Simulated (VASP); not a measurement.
Be2ZnO3:

```xyz
6
Lattice="2.9300 0.0000 0.0000 -1.4650 2.5375 0.0000 0.0000 0.0000 7.1800" Properties=species:S:1:pos:R:3 pbc="T T T"
Be    0.0000    1.6916    2.5848
Be    1.4650    0.8458    4.8106
Zn    0.0000    0.0000    0.0000
O     0.0000    1.6916    4.2362
O     1.4650    0.8458    6.4620
O     0.0000    0.0000    1.9386
```

The cell was built by a generator and needn't be a form met in nature.

* Program: VASP 6.6.1
* Task: relaxation of cell and atoms
* Functional: PBE
* Potentials or basis: VASP PAW PBE potentials, release 64 (Be, Zn, O)
* Cutoff: 520 eV
* k mesh: 5 × 5 × 2
* Occupations: gaussian, width 0.15 eV
* Spin: no spin polarisation

At the start: pressure 2.0 GPa; volume 8.90 Å³/atom.

Q: How do energy, volume and symmetry change on relaxing?

A: Over 8 steps the energy falls by 75.3 meV/atom and the volume is 8.67 Å³/atom (-2.6 %); space group P3m1 (No. 156, to 0.05 Å).

Step by step:
| step | energy change (eV) | largest force (eV/Å) | pressure (GPa) | volume (Å³) |
| --- | --- | --- | --- | --- |
| 1 | 0.0000 | 3.0605 | 2.05 | 53.38 |
| 2 | -0.2436 | 1.8849 | -5.33 | 54.26 |
| 3 | -0.3110 | 1.0483 | -3.70 | 53.99 |
| 4 | -0.4299 | 0.4014 | -1.31 | 52.65 |
| 5 | -0.4443 | 0.3414 | -0.05 | 52.04 |
| 6 | -0.4506 | 0.1535 | 0.23 | 52.01 |
| 7 | -0.4506 | 0.1547 | 0.03 | 52.01 |
| 8 | -0.4520 | 0.0581 | -0.38 | 52.02 |

Final structure:
```
Be Zn O
1.0
     2.87528    0.00000    0.00000
    -1.43764    2.49007    0.00000
     0.00000    0.00000    7.26540
Be Zn O
2 1 3
Direct
  0.33333 0.66667 0.36155
  0.66667 0.33333 0.66096
  0.00000 0.00000 0.01581
  0.33333 0.66667 0.58426
  0.66667 0.33333 0.88053
  0.00000 0.00000 0.28689
```

Caveat: the k mesh is coarse (spacing up to 0.50 Å⁻¹), so the values aren't converged.
